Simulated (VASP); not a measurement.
VASP input:

### INCAR
```
SYSTEM  =  Cd
PREC  =  Accurate; ENCUT  =  520; LREAL  =  .FALSE.
LASPH  =  .TRUE.
EDIFF  =  1E-6; NELM  =  100; ALGO  =  Normal
LMAXMIX  =  4
ISMEAR  =  1; SIGMA  =  0.1
GGA  =  BO; LUSE_VDW  =  .TRUE.; AGGAC  =  0.0
PARAM1  =  0.1833333333; PARAM2  =  0.22
IBRION  =  2; NSW  =  60; ISIF  =  3
EDIFFG  =  -0.01
LWAVE  =  .FALSE.; LCHARG  =  .FALSE.
```

**KPOINTS**
```
Automatic mesh
0
G
 12 12 6
```

### POSCAR
```
Cd
1.0
  1.5192475745  -2.6314143024   0.0000000000
  1.5192475745   2.6314143024   0.0000000000
  0.0000000000   0.0000000000   5.6696154147
Cd
2
Direct
  0.3333330000   0.6666670000   0.2500000000
  0.6666670000   0.3333330000   0.7500000000
```

POTCAR, in this order: Cd (PBE.64 set). Program: vasp_std.

Task: Write an equivalent input for Quantum ESPRESSO's pw.x.

Result: One equivalent input (not run):
```
&CONTROL
  calculation = 'vc-relax'
  pseudo_dir = './pseudo'
  outdir = './out'
  tprnfor = .true.
  tstress = .true.
  nstep = 60
  forc_conv_thr = 0.00039
/
&SYSTEM
  ibrav = 0
  nat = 2
  ntyp = 1
  ecutwfc = 102
  occupations = 'smearing'
  smearing = 'methfessel-paxton'
  degauss = 0.00735
  input_dft = 'vdw-df-obk8'
/
&ELECTRONS
  conv_thr = 7.3e-08
  electron_maxstep = 100
/
&IONS
/
&CELL
/
ATOMIC_SPECIES
  Cd 112.414 Cd.upf
CELL_PARAMETERS angstrom
     1.5192476   -2.6314143    0.0000000
     1.5192476    2.6314143    0.0000000
     0.0000000   -0.0000000    5.6696154
ATOMIC_POSITIONS crystal
  Cd   0.3333330  0.6666670  0.2500000
  Cd   0.6666670  0.3333330  0.7500000
K_POINTS automatic
  12 12 6 0 0 0
```
Limits of the translation: the potentials are each code's own (VASP's PAW set, PseudoDojo norm-conserving files in pw.x), so ENCUT and ecutwfc are chosen apart and not converted; conv_thr bounds pw.x's estimated SCF error, while EDIFF bounds the energy change between steps; forc_conv_thr acts on force components and is met together with etot_conv_thr.

The compound is Cd in the hcp structure. This run relaxes it. Symmetry was kept, so distortions that lower it aren't found. The start is the result of an earlier pass.
